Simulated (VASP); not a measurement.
A run of VASP 6.6.1:

The input INCAR:

```
  PREC = Accurate
  ENCUT = 600
  EDIFF = 1E-6
  ISMEAR = 0
  SIGMA = 0.03
  LREAL = False
  LASPH = True
  NELM = 80
  ALGO = Normal
  ISIF = 3
  LWAVE = False
  LCHARG = False
  GGA = PS
  IBRION = 2
  NSW = 90
  EDIFFG = -0.01
  KPAR = 4
```

Contents of KPOINTS:

```
regular mesh
0
Gamma
  6 6 6
```

File POSCAR:

```
Sn8Te7Se
1.0
   -6.2664875000      6.2664875000      0.0000000000
   -6.2664875000      0.0000000000      6.2664875000
    0.0000000000      6.2664875000      6.2664875000
Sn Se Te
8 1 7
Direct
    0.0000000000      0.0000000000      0.0000000000
    0.5000000000      0.0000000000      0.0000000000
    0.0000000000      0.5000000000      0.0000000000
    0.0000000000      0.0000000000      0.5000000000
    0.5000000000      0.5000000000      0.0000000000
    0.5000000000      0.0000000000      0.5000000000
    0.0000000000      0.5000000000      0.5000000000
    0.5000000000      0.5000000000      0.5000000000
    0.7500000000      0.7500000000      0.7500000000
    0.2500000000      0.7500000000      0.7500000000
    0.7500000000      0.2500000000      0.7500000000
    0.7500000000      0.7500000000      0.2500000000
    0.2500000000      0.2500000000      0.7500000000
    0.2500000000      0.7500000000      0.2500000000
    0.7500000000      0.2500000000      0.2500000000
    0.2500000000      0.2500000000      0.2500000000
```

Potentials or basis: VASP PAW PBE potentials, release 64 (Sn_d, Se, Te).

Command:

```bash
$ cat potpaw_PBE.64/Sn_d/POTCAR potpaw_PBE.64/Se/POTCAR potpaw_PBE.64/Te/POTCAR > POTCAR
$ mpirun -np 4 vasp_std > vasp.out
```

Hardware: 4 MPI ranks on Intel(R) Xeon(R) 6975P-C (Granite Rapids), with other jobs on the host.

**Question.** Estimate the wall time of this run.

**Answer.** Wall time 20 min on 4 MPI ranks on Intel(R) Xeon(R) 6975P-C (Granite Rapids), on a shared host, peak memory 1.3 GiB a rank. Counts: scf iterations 63, k points 16, ion steps 7.
